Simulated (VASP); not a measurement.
```
AlTi
1.0
    2.87253     0.00000     0.00000
    0.00000     2.82411     0.00000
    0.00000     0.00000     4.07704
Ti Al
1 1
Direct
  0.00000   0.00000   0.00000
  0.51492   0.50000   0.50000
```
Cell charge -0.1.

Level of theory: PBE GGA, VASP's PBE PAW potentials (set 64) (plane waves; VASP). Numerical set-up: NELECT = 15.1, 400 eV cut-off, 11×12×8 Γ-centred mesh, Gaussian smearing of 0.050 eV, potentials Ti_sv Al.

The cell is charged, with a uniform compensating background.

Q: Predict the energy per atom (σ→0), pressure, largest force, band gap (on the k-mesh) with the smallest direct gap where there is one.

A: 
```
Quantity                                                    Result
------------------------  ----------------------------------------
band gap (on the k-mesh)  none (metal, semimetal or under 0.01 eV)
energy per atom (σ→0)                               -5.781 eV/atom
pressure                                                 25.7 kbar
largest force                                           0.176 eV/Å
```

Total energies compare only between runs with the same potentials, cut-off and functional.

The compound is TiAl in the L1_0 structure. The cell was not relaxed at this level, atoms are displaced from their ideal sites. The run is one of a series of settings (ISMEAR = 0, NELECT = 15.1, SIGMA = 0.05 against the base run), some of them coarse on purpose. The electron count is odd and the run is not spin-polarised, which forces a metal.
